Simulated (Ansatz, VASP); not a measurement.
# BN in two plane-wave programs

Wanted: the spread between two codes on one cell, functional and k mesh. The cell is taken from a series of runs on this material, whose earlier steps may have relaxed, scaled, displaced or heated it; both programs get it as it stands.

Calculated with Ansatz 0.2.0; plane waves, with VASP 6.6.1 beside it; zone-centre phonons at LDA.

## Step 1: The starting structure

The structure is tetragonal, space group I-4m2 (No. 119). Conventional cell: a = 2.518 Å, b = 2.518 Å, c = 3.687 Å, α = 90.00°, β = 90.00°, γ = 90.00°. Nearest to B lie 4 N at 1.56 Å. N has 4 B at 1.56 Å nearest. Farther neighbours and most contacts between anions are not listed.

Coordinates:

```cif
data_structure
_symmetry_space_group_name_H-M 'P 1'
_symmetry_Int_Tables_number 1
_cell_length_a 2.5633
_cell_length_b 2.5633
_cell_length_c 2.5185
_cell_angle_alpha 60.576
_cell_angle_beta 60.576
_cell_angle_gamma 58.848
_cell_volume 11.69
loop_
_atom_site_label
_atom_site_type_symbol
_atom_site_fract_x
_atom_site_fract_y
_atom_site_fract_z
_atom_site_occupancy
B1 B 0.00000 0.00000 0.00000 1
N2 N 0.25000 0.25000 0.25000 1
```

## Step 2: Ansatz: zone-centre phonons, LDA, pair 1

Ansatz runs on its PAW soft_1 files.

Second derivatives magnify differences that forces hide, and they need a tight electronic threshold.

input.yaml

```yaml
crystal:
  lattice:
    - [0.0, 1.7808413997, 1.8436230743]
    - [1.7808413997, 0.0, 1.8436230743]
    - [1.7808413997, 1.7808413997, 0.0]
  atoms:
    - { symbol: B, position: [0.0, 0.0, 0.0] }
    - { symbol: "N", position: [0.25, 0.25, 0.25] }
kpoints:
  mp_grid: { grid: [12, 12, 12] }
hamiltonian:
  xc: lda
  pseudopotentials: { kind: paw, azcp: { folder: soft_1 }, xc_functional: pbe }
scf:
  occupations: { method: fixed }
output:
  eigenvalues: true
phonons:
  method: dfpt
  dielectric: true
  rigid_motions: translations
```

Started as:

```sh
ansatz run input.yaml --threads 4 --pin off --max-ram 10240MiB --backend cpu --events-out ev --progress --plain --runs-dir out
```

Numbers of over 12 decimals in the logs are rounded to 6 here.

Log:

```text
Engine: ansatz 0.2.0, aarch64-unknown-linux-gnu
Pseudopotentials: kind: paw
Pseudopotential: B, paw, valence charge 3, recommended cutoff 420 eV (normal), soft_1/B.paw.azcp
Pseudopotential: N, paw, valence charge 5, recommended cutoff 420 eV (normal), soft_1/N.paw.azcp
Functional definition: SPW92
  exchange = slater_x
  correlation = pw_c
Crystal: 2 atoms, lattice volume = 11.694 Å³
Basis set: ecut = 420 eV, 247 PW (Γ), exchange–correlation on 36×36×36 points (8 copies of the dense FFT grid, shifted against one another)
Bands: 8, of which v1, the nominal top of the filled ones, is band 4 counted from 1 (3 counted from 0)
Symmetry: 8 space group operations
k-points: 868 of 1728 (irreducible under 1 space group operation, time reversal used)
Non-local potential: B, projectors of the file, l = 0: 2, l = 1: 2, l = 2: 1
Non-local potential: N, projectors of the file, l = 0: 2, l = 1: 2, l = 2: 1
PAW form: soft (Blöchl's): semilocal exchange-correlation on the pseudo side does not see the compensation charge
PAW frozen core: B, regenerated for the run's functional, and the local potential with it (the file was generated under x = pbe(κ = 0.804, μ = 0.219515), c = pbe(β = 0.066725))
PAW frozen core: N, regenerated for the run's functional, and the local potential with it (the file was generated under x = pbe(κ = 0.804, μ = 0.219515), c = pbe(β = 0.066725))
PAW one-centre angular grid: B, 110 points (default); XC on 64 Gauss nodes
PAW one-centre angular grid: N, 110 points (default); XC on 64 Gauss nodes
Initial density: superposition of atomic densities (chi_scale 0.1, normalization cell, long waves kept (reshape's long-wave potential 0.00 eV rms))
Initial wavefunctions: pseudopotential atomic-orbital guess
Functional: x = slater, c = lda
SCF iter   1: F=—  HF=-527.192568 eV  |F-HF|=—  |Δ(HF+E_count)|=         —  Δρ=1.45e-1  dr2=1.98e0  ethr=3.10e-3  ⟨swp⟩=3.8  Hψ=39109  notcnv=0  defer=1522
preconditioner: auto → none  [insulator: Δε(μ)=5.511 eV  Ē_g=20.356 eV  n_scr=0 (ndim 8)  ℏωp=30.7 eV  f_vac=0.000  ε∞_Penn≈3.3]
SCF iter   2: F=—  HF=-526.530191 eV  |F-HF|=—  |Δ(HF+E_count)|=   6.62e-1  Δρ=6.41e-2  dr2=2.68e-1  ethr=3.10e-3  ⟨swp⟩=2.0  Hψ=20352  notcnv=0  defer=243
SCF iter   3: F=—  HF=-526.456869 eV  |F-HF|=—  |Δ(HF+E_count)|=   7.33e-2  Δρ=2.18e-2  dr2=3.39e-2  ethr=3.10e-3  ⟨swp⟩=3.0  Hψ=12077  notcnv=0  defer=1595
SCF iter   4: F=—  HF=-526.447080 eV  |F-HF|=—  |Δ(HF+E_count)|=   9.79e-3  Δρ=2.86e-3  dr2=3.27e-4  ethr=4.24e-4  ⟨swp⟩=3.0  Hψ=12134  notcnv=0  defer=1730
SCF iter   5: F=—  HF=-526.447059 eV  |F-HF|=—  |Δ(HF+E_count)|=   2.09e-5  Δρ=1.74e-4  dr2=1.59e-6  ethr=4.09e-6  ⟨swp⟩=3.0  Hψ=11103  notcnv=0  defer=1734
SCF iter   6: F=—  HF=-526.447059 eV  |F-HF|=—  |Δ(HF+E_count)|=   2.56e-7  Δρ=1.51e-5  dr2=5.79e-9  ethr=1.99e-8  ⟨swp⟩=2.4  Hψ=10364  notcnv=0  defer=130
SCF iter   7: F=—  HF=-526.447059 eV  |F-HF|=—  |Δ(HF+E_count)|=   9.38e-8  Δρ=6.75e-7  dr2=2.89e-11  ethr=1.25e-12  ⟨swp⟩=4.7  Hψ=35998  notcnv=0
SCF iter   8: F=-526.447059 eV  HF=-526.447059 eV  |F-HF|=2.27e-13  |Δ(HF+E_count)|=  5.46e-12  Δρ=7.27e-8  dr2=2.46e-13  ethr=1.00e-12  ⟨swp⟩=4.0  Hψ=26254  notcnv=0
SCF 1 converged in 8 iterations: F = -526.447059 eV  dr2 = 2.46e-13
  greatest PAW one-centre occupation: 0.782 electrons in one spin orbital (limit 2), on the N atom at site 1 (counted from 0), in its partial waves of l = 0
NSCF: frozen V_eff on 3 k-points
DFPT response loops at Γ: preconditioner auto → none (the input reference at scf.mixing.eps_inf says where Resta's filter doesn't serve); β = 0.50; Broyden in place of MSR1
SCF converged after 8 iterations
Free energy (F): -526.447059 eV
Harris-Foulkes:  -526.447059 eV  (|F-HF|=2.27e-13)
Internal energy: -526.447059 eV  (E = F + TS)
E sigma→0 (E₀):  -526.447059 eV
Fermi energy:    11.196905 eV
--- Per-component energies (eV) ---
  E_band       = 25.643290
  E_kinetic    = 183.773065
  E_local      = -158.908520  (includes V_loc(G=0)·N_el)
  E_nonlocal   = 44.051471
  E_hartree    = 48.229413
  E_xc         = -92.494532
  E_vxc        = -114.820840  (∫ρ·V_xc dr)
  E_paw        = -191.593601  (= ΣΔE_a)
  E_vpaw       = -24.911610  (= ΣTr[D̂ρ^β])
  E_aug_tail   = 0.000900  (compensation charges beyond the density's cutoff)
  E_ewald      = -359.631133
  E_core_change = 0.125878  (= ΣΔE_core)
  E_smearing   = -0.000000  (= −TS)
  E_closure    = 0.000000  (closes the sum)
  Σ components = -526.447059   (vs F -526.447059, Δ=0.00e0)
--- Band table (eV; the first three rows and the last of 868) ---
  k-point 0: bands = ["-9.1136", "10.8295", "11.1969", "11.1969", "19.7408", "19.7408", "19.9866", "21.6388"]
  k-point 1: bands = ["-8.9423", "10.1276", "10.7928", "11.0267", "19.9222", "20.0226", "20.3081", "22.1704"]
  k-point 2: bands = ["-8.4343", "8.0597", "10.2825", "10.6126", "20.2642", "20.6917", "20.9408", "23.4273"]
  k-point 867: bands = ["-4.7774", "0.2807", "8.8331", "9.3840", "20.8361", "21.8970", "22.0776", "26.1939"]
--- Phonons (Γ-DFPT): 4 representative perturbations + reference, on 868 of 1728 k-points (Σ response iterations 12) ---
  k mesh reduced under 1 symmetry operation, with k and −k counted as one. Each operation leaves every solved perturbation unchanged. A smaller set is not considered because the run solves the response to a homogeneous field
  ASR residual: 9.344e-6 → 0.000e0 eV/Å²; symmetrization residual: 4.745e-7 eV/Å²
  ASR residual per site (eV/Å²): 9.34e-6 5.09e-6
  Γ frequencies (cm⁻¹): 0.00 0.00 0.00 1024.69 1046.20 1046.20
  ε∞ (high-frequency dielectric tensor):
        4.534597     0.000000     0.000000
       -0.000000     4.534597     0.000000
        0.000000    -0.000000     4.702884
  ε⁰ (static dielectric tensor: ions relaxed, cell fixed):
        6.710494     0.000000     0.000000
       -0.000000     6.710494     0.000000
        0.000000     0.000000     7.211651
  ε⁰ − ε∞ (ionic part):
        2.175896    -0.000000     0.000000
       -0.000000     2.175896     0.000000
        0.000000     0.000000     2.508767
  softest optical mode at Γ: 1024.69 cm⁻¹; the repairs (sum rule, projections) moved no ω² at Γ by more than (0.55 cm⁻¹)²
  Born effective charges Z* (e; rows j = field, columns β = displacement):
    site 0:
         1.85828    0.00000    0.00000
        -0.00000    1.85828    0.00000
         0.00000    0.00000    1.95433
    site 1:
        -1.85828    0.00000    0.00000
         0.00000   -1.85828   -0.00000
        -0.00000   -0.00000   -1.95433
  Z* charge neutrality: 1.222e-6 e pre-enforcement
  k-mesh period / interband length: 30.2 Å / 1.30 Å = 23.18 at k = (0.0000, 0.0000, 0.0000), direct gap 8.544 eV — 14 or more, which is no proof of convergence
  optical modes at Γ without the LO–TO term, one row a degenerate level:
      ω (cm⁻¹)  modes    IR ((D/Å)²/amu)
       1024.69      1            14.4422
       1046.20      2            26.1151
  optical modes at Γ + LO–TO along q̂ = [1.0000, 0.0000, 0.0000]:
      ω (cm⁻¹)  modes    IR ((D/Å)²/amu)
       1024.69      1            14.4422
       1046.20      1            13.0576
       1272.69      1            13.0576
  optical modes at Γ + LO–TO along q̂ = [0.0000, 1.0000, 0.0000]:
      ω (cm⁻¹)  modes    IR ((D/Å)²/amu)
       1024.69      1            14.4422
       1046.20      1            13.0576
       1272.69      1            13.0576
  optical modes at Γ + LO–TO along q̂ = [0.0000, 0.0000, 1.0000]:
      ω (cm⁻¹)  modes    IR ((D/Å)²/amu)
       1046.20      2            26.1151
       1268.90      1            14.4422
```

Reading the cycles: dr2 is the Hartree energy of the density residual (eV), the measure of convergence; HF is the Harris–Foulkes estimate of the energy, which meets the free energy F at convergence.

[end of part 1 of 3]

[Lines on the potential files, build, host, timing and source positions are cut from VASP's logs without a mark.]

[Logs are printed without paths, hosts, clocks, repeated set-up lines and the standing remarks that a program may print on its own settings, such as how far it seeks lower states.]

[Hosts, paths, dates, database ids (printed as entryN), source tags and the programs' standing remarks are cut or masked in the printed files.]
